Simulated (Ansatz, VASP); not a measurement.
# Cross-check of BN (Qingsongite) between VASP and Ansatz, part 2 of 2

Aim: how closely do two programs agree when they are given the same cell, functional and k mesh? The cell is taken from a series of runs on this material, whose earlier steps may have relaxed, scaled, displaced or heated it; both programs get it as it stands.

VASP 6.6.1 and Ansatz 0.2.0.

So far: Starting point; Ansatz: dielectric response, PBE.

**3. VASP: dielectric response, PBE**

Level of this step: PBE; plane waves and PAW (B, N) (VASP).

The same cell, functional and mesh now go to VASP, with its own data sets.

Lines of VASP's logs that name or quote its potential files are left out, and so is its time.

The input, INCAR:

```
SYSTEM = BN
PREC = Accurate
ENCUT = 520
EDIFF = 1E-08
NELM = 120
ISMEAR = 0
SIGMA = 0.01
LREAL = .FALSE.
ALGO = Normal
GGA = PE
NBANDS = 10
LORBIT = 11
LWAVE = .FALSE.
LCHARG = .FALSE.
ISIF = 2
LEPSILON = .TRUE.
LASPH = .TRUE.
GGA_COMPAT = .FALSE.
EFERMI = MIDGAP
```

The input, POSCAR:

```
BN
1.0
    0.0000000000      1.8075000000      1.8075000000
    1.8075000000      0.0000000000      1.8075000000
    1.8075000000      1.8075000000      0.0000000000
B N
1 1
Direct
    0.0000000000      0.0000000000      0.0000000000
    0.2500000000      0.2500000000      0.2500000000
```

The input, KPOINTS:

```
Automatic mesh
0
Gamma
10 10 10
0 0 0
```

The projector-augmented-wave data sets are B and N (PBE family, release 64).

Started as:

```
> mpirun -np 1 vasp_std
```

Numbers of over 12 decimals in the logs are rounded to 6 here.

What it wrote:

```text
[banner, memory and clock lines left out]
running    1 mpi-ranks, on    1 nodes
 distrk:  each k-point on    1 cores,    1 groups
 distr:  one band on    1 cores,    1 groups

 POSCAR found type information on POSCAR B N
 POSCAR found :  2 types and       2 ions
 LDA part: xc-table for (Slater+PW92), standard interpolation
 POSCAR, INCAR and KPOINTS ok, starting setup
 FFT: planning ... GRIDC
 FFT: planning ... GRID_SOFT
 FFT: planning ... GRID
 WAVECAR not read
 entering main loop
       N       E                     dE             d eps       ncg     rms          rms(c)
DAV:   1     0.121406862556E+02    0.12141E+02   -0.52349E+03   956   0.810E+02
DAV:   2    -0.178394386856E+02   -0.29980E+02   -0.29189E+02  1172   0.172E+02
DAV:   3    -0.184140697852E+02   -0.57463E+00   -0.57351E+00  1108   0.213E+01
DAV:   4    -0.184148920718E+02   -0.82229E-03   -0.82226E-03  1024   0.863E-01
DAV:   5    -0.184148928898E+02   -0.81796E-06   -0.81794E-06  1064   0.277E-02    0.670E+00
DAV:   6    -0.175360732302E+02    0.87882E+00   -0.30304E+00   994   0.109E+01    0.327E+00
DAV:   7    -0.174638586552E+02    0.72215E-01   -0.10396E-01  1028   0.283E+00    0.192E+00
DAV:   8    -0.174495031848E+02    0.14355E-01   -0.37564E-02  1044   0.150E+00    0.193E-01
DAV:   9    -0.174496869440E+02   -0.18376E-03   -0.94525E-04   998   0.273E-01    0.813E-02
DAV:  10    -0.174497683668E+02   -0.81423E-04   -0.12093E-04  1010   0.100E-01    0.147E-02
DAV:  11    -0.174497736021E+02   -0.52353E-05   -0.10458E-05  1080   0.275E-02    0.106E-02
DAV:  12    -0.174497735593E+02    0.42809E-07   -0.19745E-06  1038   0.101E-02    0.638E-04
DAV:  13    -0.174497735578E+02    0.14804E-08   -0.27855E-08  1036   0.172E-03
   1 F= -.17449774E+02 E0= -.17449774E+02  d E =0.000000E+00
 Linear response reoptimize wavefunctions to high precision
DAV:   1    -0.174497735781E+02   -0.20372E-07   -0.39144E-09  1014   0.543E-04
DAV:   2    -0.174497735782E+02   -0.22396E-10   -0.22152E-11   546   0.578E-05
 Linear response G [H, r] |phi>, progress :
  Direction:   1
       N       E                     dE             d eps       ncg     rms
RMM:   1    -0.373994493369E+02   -0.37399E+02   -0.27204E+01  2185   0.523E+01
RMM:   2    -0.321300515311E+02    0.52694E+01   -0.10908E+00  1511   0.102E+01
RMM:   3    -0.321376529580E+02   -0.76014E-02   -0.14244E-03  1585   0.446E-01
RMM:   4    -0.321378204452E+02   -0.16749E-03    0.88253E-05  1656   0.317E-02
RMM:   5    -0.321378300628E+02   -0.96176E-05    0.73808E-06  1640   0.256E-03
RMM:   6    -0.321378309296E+02   -0.86682E-06   -0.11404E-06  1445   0.538E-04
RMM:   7    -0.321378309385E+02   -0.88404E-08   -0.12639E-06  1212   0.378E-04
RMM:   8    -0.321378309148E+02    0.23647E-07   -0.99310E-07  1205   0.372E-04
RMM:   9    -0.321378309104E+02    0.44248E-08   -0.10236E-06  1123   0.372E-04
RMM:  10    -0.321378309079E+02    0.24400E-08   -0.16949E-06   994   0.372E-04
 Linear response G [H, r] |phi>, progress :
  Direction:   2
       N       E                     dE             d eps       ncg     rms
RMM:   1    -0.351284773404E+02   -0.35128E+02   -0.23438E+01  2190   0.498E+01
RMM:   2    -0.326934132870E+02    0.24351E+01   -0.71959E-01  1504   0.884E+00
RMM:   3    -0.327004626442E+02   -0.70494E-02   -0.52356E-04  1597   0.374E-01
RMM:   4    -0.327006212430E+02   -0.15860E-03    0.86697E-05  1677   0.275E-02
RMM:   5    -0.327006302745E+02   -0.90314E-05    0.83609E-06  1655   0.244E-03
RMM:   6    -0.327006311283E+02   -0.85382E-06   -0.46851E-08  1444   0.559E-04
RMM:   7    -0.327006311106E+02    0.17669E-07    0.99897E-08  1240   0.412E-04
RMM:   8    -0.327006310866E+02    0.24058E-07    0.35271E-07  1219   0.404E-04
RMM:   9    -0.327006310833E+02    0.32859E-08    0.78744E-07  1181   0.404E-04
RMM:  10    -0.327006310824E+02    0.92759E-09    0.57176E-06  1031   0.404E-04
 Linear response G [H, r] |phi>, progress :
  Direction:   3
       N       E                     dE             d eps       ncg     rms
RMM:   1    -0.252423305233E+02   -0.25242E+02    0.76353E+01  2021   0.525E+01
RMM:   2    -0.237787991632E+02    0.14635E+01   -0.11374E+00  1496   0.972E+00
RMM:   3    -0.237821801766E+02   -0.33810E-02   -0.45334E-03  1576   0.474E-01
RMM:   4    -0.237821803492E+02   -0.17255E-06   -0.26224E-05  1672   0.369E-02
RMM:   5    -0.237821802201E+02    0.12908E-06   -0.32223E-07  1592   0.320E-03
RMM:   6    -0.237821802409E+02   -0.20809E-07   -0.26193E-07  1421   0.601E-04
RMM:   7    -0.237821802420E+02   -0.10680E-08   -0.29478E-07  1177   0.383E-04
RMM:   8    -0.237821802468E+02   -0.48283E-08   -0.24759E-07  1094   0.370E-04
RMM:   9    -0.237821802471E+02   -0.33283E-09   -0.15584E-07  1041   0.370E-04
RMM:  10    -0.237821802491E+02   -0.19463E-08    0.26429E-07   896   0.370E-04
 Linear response to external field (no local field effect), progress :
  Direction:   1
       N       E                     dE             d eps       ncg     rms          rms(c)
RMM:   1    -0.142229735674E+00   -0.14223E+00   -0.44483E-01  2086   0.208E+00
RMM:   2    -0.142924080992E+00   -0.69435E-03   -0.43812E-04  1509   0.195E-01
RMM:   3    -0.142925520472E+00   -0.14395E-05   -0.81422E-07  1545   0.732E-03
RMM:   4    -0.142925524451E+00   -0.39794E-08   -0.24344E-09  1467   0.400E-04
 change of polarisation eV/A/(eV/A) component  1 :     0.286     0.121     0.032
 dielectric tensor                  component  1 :     5.380     1.854     0.489
 Linear response to external field (no local field effect), progress :
  Direction:   2
       N       E                     dE             d eps       ncg     rms          rms(c)
RMM:   1    -0.142185915431E+00   -0.14219E+00   -0.44067E-01  2096   0.205E+00
RMM:   2    -0.142768229845E+00   -0.58231E-03   -0.40912E-04  1516   0.186E-01
RMM:   3    -0.142769517385E+00   -0.12875E-05   -0.72386E-07  1541   0.675E-03
RMM:   4    -0.142769520693E+00   -0.33078E-08   -0.21943E-09  1452   0.365E-04
 change of polarisation eV/A/(eV/A) component  2 :     0.121     0.286    -0.041
 dielectric tensor                  component  2 :     1.854     5.375    -0.622
 Linear response to external field (no local field effect), progress :
  Direction:   3
       N       E                     dE             d eps       ncg     rms          rms(c)
RMM:   1    -0.761255034302E-01   -0.76126E-01   -0.20993E-01  2063   0.167E+00
RMM:   2    -0.766299814430E-01   -0.50448E-03   -0.30820E-04  1510   0.167E-01
RMM:   3    -0.766312403754E-01   -0.12589E-05   -0.62179E-07  1517   0.643E-03
RMM:   4    -0.766312423905E-01   -0.20152E-08   -0.38050E-09  1459   0.368E-04
 change of polarisation eV/A/(eV/A) component  3 :     0.032    -0.041     0.153
 dielectric tensor                  component  3 :     0.488    -0.622     3.348
 Linear response to external field, progress :
  Direction:   1
       N       E                     dE             d eps       ncg     rms          rms(c)
RMM:   1    -0.120179102749E+00   -0.12018E+00   -0.36513E-01  7584   0.193E+00
RMM:   2    -0.120774082749E+00   -0.59498E-03   -0.38598E-04  5514   0.182E-01    0.591E-01
RMM:   3    -0.120014498673E+00    0.75958E-03   -0.90570E-04  5558   0.232E-01    0.356E-01
RMM:   4    -0.126386120153E+00   -0.63716E-02   -0.13248E-03  5571   0.289E-01    0.454E-02
RMM:   5    -0.127290851149E+00   -0.90473E-03   -0.23036E-05  5654   0.409E-02    0.450E-03
RMM:   6    -0.127322368401E+00   -0.31517E-04   -0.14675E-07  5757   0.371E-03    0.247E-03
RMM:   7    -0.127349253847E+00   -0.26885E-04   -0.12139E-07  5668   0.349E-03    0.152E-04
RMM:   8    -0.127349629122E+00   -0.37528E-06   -0.61587E-11  5031   0.110E-04    0.474E-05
RMM:   9    -0.127349670995E+00   -0.41873E-07    0.14174E-10  4717   0.102E-04    0.418E-06
 change of polarisation eV/A/(eV/A) component  1 :     0.235     0.045     0.029
 dielectric tensor                  component  1 :     4.608     0.686     0.444
 Linear response to external field, progress :
  Direction:   2
       N       E                     dE             d eps       ncg     rms          rms(c)
RMM:   1    -0.120179230304E+00   -0.12018E+00   -0.36513E-01  7584   0.193E+00
RMM:   2    -0.120774123777E+00   -0.59489E-03   -0.38146E-04  5517   0.182E-01    0.591E-01
RMM:   3    -0.120014538770E+00    0.75959E-03   -0.90535E-04  5559   0.232E-01    0.356E-01
RMM:   4    -0.126386025224E+00   -0.63715E-02   -0.13243E-03  5570   0.289E-01    0.454E-02
RMM:   5    -0.127290771121E+00   -0.90475E-03   -0.23034E-05  5655   0.409E-02    0.450E-03
RMM:   6    -0.127322297603E+00   -0.31526E-04   -0.14893E-07  5758   0.371E-03    0.247E-03
RMM:   7    -0.127349188817E+00   -0.26891E-04   -0.12309E-07  5673   0.349E-03    0.152E-04
RMM:   8    -0.127349565401E+00   -0.37658E-06   -0.43266E-10  5034   0.110E-04    0.475E-05
RMM:   9    -0.127349606761E+00   -0.41360E-07   -0.18189E-10  4715   0.103E-04    0.430E-06
 change of polarisation eV/A/(eV/A) component  2 :     0.037     0.235     0.026
 dielectric tensor                  component  2 :     0.568     4.608     0.402
 Linear response to external field, progress :
  Direction:   3
       N       E                     dE             d eps       ncg     rms          rms(c)
RMM:   1    -0.120179284125E+00   -0.12018E+00   -0.36513E-01  7587   0.193E+00
RMM:   2    -0.120774080302E+00   -0.59480E-03   -0.38710E-04  5514   0.182E-01    0.591E-01
RMM:   3    -0.120014485417E+00    0.75959E-03   -0.90583E-04  5558   0.232E-01    0.356E-01
RMM:   4    -0.126386032021E+00   -0.63715E-02   -0.13250E-03  5571   0.289E-01    0.454E-02
RMM:   5    -0.127290747637E+00   -0.90472E-03   -0.23041E-05  5652   0.409E-02    0.450E-03
RMM:   6    -0.127322277907E+00   -0.31530E-04   -0.14800E-07  5757   0.371E-03    0.247E-03
RMM:   7    -0.127349166796E+00   -0.26889E-04   -0.12215E-07  5670   0.349E-03    0.152E-04
RMM:   8    -0.127349541561E+00   -0.37477E-06   -0.11008E-10  5030   0.110E-04    0.476E-05
RMM:   9    -0.127349584398E+00   -0.42837E-07    0.11935E-10  4712   0.102E-04    0.436E-06
 change of polarisation eV/A/(eV/A) component  3 :     0.030     0.044     0.235
 dielectric tensor                  component  3 :     0.460     0.671     4.608
 Born effective charges drift removed
```

From OUTCAR (step 3):

```text
ion  position               nearest neighbor table
   1  0.000  0.000  0.000-   2 1.57   2 1.57   2 1.57   2 1.57
   2  0.250  0.250  0.250-   1 1.57   1 1.57   1 1.57   1 1.57

  LATTYP: Found a face centered cubic cell.
 ALAT       =     3.6150000000

 Subroutine GETGRP returns: Found 24 space group operations
 (whereof 24 operations were pure point group operations)

The static configuration has the point symmetry T_d .

 Found     47 irreducible k-points:

   k-points           NKPTS =     47   k-points in BZ     NKDIM =     47   number of bands    NBANDS=     10

   dimension x,y,z NGX =    20 NGY =   20 NGZ =   20
   dimension x,y,z NGXF=    40 NGYF=   40 NGZF=   40

   ENCUT  =  520.0 eV  38.22 Ry    6.18 a.u.   4.75  4.75  4.75*2*pi/ulx,y,z

   NELECT =       8.0000    total number of electrons

 k-points in reciprocal lattice and weights: Automatic mesh
   0.00000000  0.00000000  0.00000000       0.001
   0.10000000  0.00000000  0.00000000       0.008
   0.20000000  0.00000000  0.00000000       0.008
   0.30000000  0.00000000  0.00000000       0.008
   0.40000000  0.00000000  0.00000000       0.008
   0.50000000  0.00000000  0.00000000       0.004
   0.10000000  0.10000000  0.00000000       0.006
   0.20000000  0.10000000  0.00000000       0.024
   0.30000000  0.10000000  0.00000000       0.024
[...]
-0.30000000  0.40000000  0.20000000       0.024
  -0.30000000  0.50000000  0.20000000       0.012

 average (electrostatic) potential at core
       1 -24.4738       2 -60.3942

  Total        0.2425484      0.2425484      0.2425484     -0.0000000      0.0000000      0.0000000
  in kB       32.9036518     32.9036518     32.9036518     -0.0000000      0.0000000      0.0000000
  external PRESSURE =      32.9036518 kB  Pullay stress =       0.0000000 kB

  energy-cutoff  :      520.00
  volume of cell :       11.81
      direct lattice vectors                 reciprocal lattice vectors
     0.000000000  1.807500000  1.807500000    -0.276625173  0.276625173  0.276625173
     1.807500000  0.000000000  1.807500000     0.276625173 -0.276625173  0.276625173
     1.807500000  1.807500000  0.000000000     0.276625173  0.276625173 -0.276625173

 POSITION                                       TOTAL-FORCE (eV/Angst)
 -----------------------------------------------------------------------------------
      0.00000      0.00000      0.00000        -0.000000     -0.000000     -0.000000
      0.90375      0.90375      0.90375         0.000000      0.000000      0.000000
 -----------------------------------------------------------------------------------
    total drift:                                0.000000      0.000000      0.000000

 MACROSCOPIC STATIC DIELECTRIC TENSOR (including local field effects in DFT)
 ------------------------------------------------------
           4.607687     0.000000     0.000000
           0.000000     4.607687     0.000000
          -0.000000    -0.000000     4.607687
 ------------------------------------------------------

 PIEZOELECTRIC TENSOR (including local field effects)  for field in x, y, z        (C/m^2)
          XX          YY          ZZ          XY          YZ          ZX
  --------------------------------------------------------------------------------
  x    -0.00000    -0.00000    -0.00000     0.00000    -1.03844     0.00000
  y    -0.00000    -0.00000     0.00000    -0.00000     0.00000    -1.03844
  z     0.00000     0.00000     0.00000    -1.03844    -0.00000     0.00000

 BORN EFFECTIVE CHARGES (including local field effects) (in |e|, cummulative output)
 ---------------------------------------------------------------------------------
 ion    1
    1     1.90743     0.00000     0.00000
    2    -0.00000     1.90743    -0.00000
    3    -0.00000    -0.00000     1.90743
 ion    2
    1    -1.90743     0.00000     0.00000
    2     0.00000    -1.90743     0.00000
    3     0.00000     0.00000    -1.90743
```

The gap is read on the k-mesh alone, so it is an upper bound where the band edges lie off the mesh. Energies printed during the response cycles are not total energies of the cell.

**4. Comparison**

Known differences besides the potentials themselves: fixed occupations in Ansatz, narrow Gaussian smearing in VASP; VASP's response is taken on the typed mesh, Ansatz refines its own for the field response alone; the cutoff is 420 eV in Ansatz and 520 eV in VASP. Total energies have different zeros and are not compared.

The two programs side by side:

| quantity | Ansatz | VASP | difference |
| --- | --- | --- | --- |
| ε∞ xx | 4.61 | 4.61 | +0.00 % |
| ε∞ yy | 4.61 | 4.61 | +0.00 % |
| ε∞ zz | 4.61 | 4.61 | +0.00 % |
| Born charge of B1 (mean of the diagonal) (e) | 1.91 | 1.91 | 0.00 |
| Born charge of N2 (mean of the diagonal) (e) | -1.91 | -1.91 | 0.00 |

**5. Outcome**

| Property | Result |
| --- | --- |
| difference in ε∞ xx (dielectric response, PBE) | -0.0046 % |

**Reading.** The difference in ε∞ xx is -0.0046 % (dielectric response, PBE), within the 5 % picked in this series as the mark of a large difference. How closely two codes agree says nothing of how well the functional describes the real material.

[Lines on the potential files, build, host, timing and source positions are cut from VASP's logs without a mark.]

[Logs are printed without paths, hosts, clocks, repeated set-up lines and the standing remarks that a program may print on its own settings, such as how far it seeks lower states.]

[Hosts, paths, dates, database ids (printed as entryN), source tags and the programs' standing remarks are cut or masked in the printed files.]
